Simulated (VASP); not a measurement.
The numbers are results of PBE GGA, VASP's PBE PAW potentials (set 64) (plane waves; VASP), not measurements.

The input files of a VASP run:

KPOINTS:
```
Automatic mesh
0
Gamma
11 11 11
0 0 0
```

INCAR:
```
SYSTEM  =  MgS
GGA  =  PE
CSHIFT  =  0.1
LCHARG  =  .FALSE.
EDIFF  =  1E-7   ! SCF stop (eV)
ALGO  =  Normal   ! blocked Davidson
LREAL  =  .FALSE.
ISMEAR  =  0   ! Gaussian
SIGMA  =  0.01   ! width (eV)
ENCUT  =  400
LOPTICS  =  .TRUE.
NEDOS  =  1001
LWAVE  =  .FALSE.
PREC  =  Accurate
LASPH  =  .TRUE.
NBANDS  =  24
NELM  =  100   ! most electronic steps
```

### POSCAR
```
MgS
1
    0.0000000000     2.6116333952     2.6116333952
    2.6116333952    -0.0000000000     2.6116333952
    2.6116333952     2.6116333952     0.0000000000
Mg S
1 1
Direct
  0.0000000000   0.0000000000   0.0000000000
  0.5000000000   0.5000000000   0.5000000000
```

POTCAR, in this order: Mg S (PBE.64 set). Program: vasp_std.

Output

**OSZICAR**
```
       N       E                     dE             d eps       ncg     rms          rms(c)
DAV:   1     0.172680898275E+02    0.17268E+02   -0.26324E+03  2848   0.216E+02
DAV:   2    -0.809669846787E+01   -0.25365E+02   -0.24249E+02  3552   0.607E+01
DAV:   3    -0.890959444793E+01   -0.81290E+00   -0.80996E+00  3392   0.971E+00
DAV:   4    -0.891253204040E+01   -0.29376E-02   -0.29375E-02  3168   0.644E-01
DAV:   5    -0.891254864756E+01   -0.16607E-04   -0.16607E-04  3464   0.494E-02    0.436E+00
DAV:   6    -0.854275525461E+01    0.36979E+00   -0.52493E-01  3120   0.161E+00    0.339E+00
DAV:   7    -0.850308279298E+01    0.39672E-01   -0.15911E-01  3320   0.101E+00    0.224E+00
DAV:   8    -0.850327745312E+01   -0.19466E-03   -0.13159E-02  3208   0.357E-01    0.108E+00
DAV:   9    -0.850290105588E+01    0.37640E-03   -0.83321E-04  3152   0.836E-02    0.374E-01
DAV:  10    -0.850290490627E+01   -0.38504E-05   -0.15011E-04  3392   0.325E-02    0.409E-02
DAV:  11    -0.850290455200E+01    0.35427E-06   -0.52563E-06  3288   0.674E-03    0.188E-02
DAV:  12    -0.850290442628E+01    0.12572E-06   -0.37738E-07  3344   0.187E-03    0.479E-03
DAV:  13    -0.850290430616E+01    0.12012E-06   -0.29046E-08  2152   0.410E-04    0.384E-04
DAV:  14    -0.850290429590E+01    0.10262E-07   -0.16095E-09  1896   0.143E-04
   1 F= -.85029043E+01 E0= -.85029043E+01  d E =-.156219E-30
 imaginary and real dielectric function
```

OUTCAR:
```
------------------------ aborting loop because EDIFF is reached ----------------------------------------
  FORCE on cell =-STRESS in cart. coord.  units (eV):
  Direction    XX          YY          ZZ          XY          YZ          ZX
  --------------------------------------------------------------------------------------
  Total       -0.0000095     -0.0000095     -0.0000095     -0.0000000      0.0000000     -0.0000000
  in kB       -0.0004274     -0.0004274     -0.0004274     -0.0000000      0.0000000     -0.0000000
  external PRESSURE =      -0.0004274 kB  Pullay stress =       0.0000000 kB
  volume of cell :       35.63
      direct lattice vectors                 reciprocal lattice vectors
     0.000000000  2.611633395  2.611633395    -0.191451067  0.191451067  0.191451067
     2.611633395  0.000000000  2.611633395     0.191451067 -0.191451067  0.191451067
     2.611633395  2.611633395  0.000000000     0.191451067  0.191451067 -0.191451067
 POSITION                                       TOTAL-FORCE (eV/Angst)
 -----------------------------------------------------------------------------------
      0.00000      0.00000      0.00000        -0.000000     -0.000000      0.000000
      2.61163      2.61163      2.61163         0.000000      0.000000     -0.000000
 -----------------------------------------------------------------------------------
    total drift:                               -0.000000     -0.000000      0.000000
  FREE ENERGIE OF THE ION-ELECTRON SYSTEM (eV)
  ---------------------------------------------------
  free  energy   TOTEN  =        -8.5029042959 eV

  energy  without entropy=       -8.5029042959  energy(sigma->0) =       -8.50290430

 plasma frequency squared (from intraband transitions) (eV^2)
  --------------------------------------------------------------------------------------
       0.000       0.000      -0.000
       0.000       0.000       0.000
      -0.000       0.000       0.000

 plasma frequency squared (from interband transitions, int dw w eps(2)(w)) (eV^2)
  --------------------------------------------------------------------------------------
     274.857       0.000      -0.000      -0.000       0.000      -0.000
      -0.000       0.000     274.857       0.000      -0.000      -0.000
       0.000       0.000      -0.000       0.000     274.857       0.000
```
(Selected blocks of OUTCAR.)

The compound is MgS in the rock salt structure. It was relaxed first.
